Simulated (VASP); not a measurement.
Level of theory: MS2 meta-GGA, VASP's PBE PAW potentials (set 64) (plane waves; VASP 6.6.1).

VASP input:

POSCAR:
```
Rh
1
    0.0000000000     1.9346058324     1.9346058324
    1.9346058324     0.0000000000     1.9346058324
    1.9346058324     1.9346058324     0.0000000000
Rh
1
Direct
  0.0000000000   0.0000000000   0.0000000000
```

File KPOINTS:
```
Automatic
0
Gamma
 16 16 16
0 0 0
```

**INCAR**
```
! general
SYSTEM  = Rh
PREC    = Accurate
ENCUT   = 520
LREAL   = .FALSE.
LASPH   = .TRUE.

! electronic loop
EDIFF   = 1E-7
NELM    = 100
ALGO    = Normal
LMAXMIX = 4
LMIXTAU = .TRUE.

! smearing
ISMEAR  = 1
SIGMA   = 0.1

! functional
METAGGA = MS2

! ions
ISIF    = 2

! output
LWAVE   = .FALSE.
LCHARG  = .FALSE.
```

POTCAR, in this order: Rh_pv (PBE.64 set). Program: vasp_std.

Estimate the energy per atom (σ→0), pressure, band gap (on the k-mesh).

```json
{
 "energy per atom (σ→0)": "-5.463 eV/atom",
 "band gap (on the k-mesh)": "none (metal, semimetal or under 0.01 eV)",
 "pressure": "-14.70 GPa"
}
```

File OSZICAR:
```
...
DAV:  15    -0.546368094517E+01    0.45972E-04   -0.35168E-05  3496   0.957E-02    0.601E-03
DAV:  16    -0.546368154746E+01   -0.60229E-06   -0.40347E-06  3430   0.346E-02    0.235E-03
DAV:  17    -0.546367878671E+01    0.27607E-05   -0.40427E-07  3697   0.108E-02    0.516E-04
DAV:  18    -0.546367853607E+01    0.25064E-06   -0.13087E-08  1859   0.181E-03    0.232E-04
DAV:  19    -0.546367884882E+01   -0.31274E-06   -0.21866E-09  1808   0.796E-04    0.362E-05
DAV:  20    -0.546367866721E+01    0.18160E-06   -0.54827E-10  1757   0.416E-04    0.135E-05
DAV:  21    -0.546367873243E+01   -0.65220E-07   -0.53825E-11  1736   0.118E-04
   1 F= -.54636787E+01 E0= -.54634235E+01  d E =-.765766E-03
```

The compound is Rh in the fcc structure. This cell is one point of a volume scan, at 1.06 of the reference volume.
